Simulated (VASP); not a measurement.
Given:

```yaml
crystal:
  lattice:
    - [0.00000, 3.14500, 3.14500]
    - [3.14500, 0.00000, 3.14500]
    - [3.14500, 3.14500, 0.00000]
  atoms:
    - { symbol: K, position: [0.00000, 0.00000, 0.00000] }
    - { symbol: Cl, position: [0.50000, 0.50000, 0.50000] }
```

Computed with PBE GGA, VASP's PBE PAW potentials (set 64) (plane waves; VASP). Settings: PREC = Normal, 500 eV cut-off, 4×4×4 Γ-centred mesh, Gaussian smearing of 0.010 eV, potentials K_sv_GW Cl_GW.

Problem. What does the run give for the energy per atom (σ→0), band gap (on the k-mesh) with the smallest direct gap where there is one?

Solution. 
```yaml
band gap (on the k-mesh): 5.19 eV
smallest direct gap (on the k-mesh): 5.19 eV
energy per atom (σ→0): -4.637 eV/atom
```

The compound is KCl in the rock salt structure. The cell was not relaxed at this level. The k-mesh is coarse (spacing up to 0.43 per Å, 2π included), so the numbers may not be converged in it.
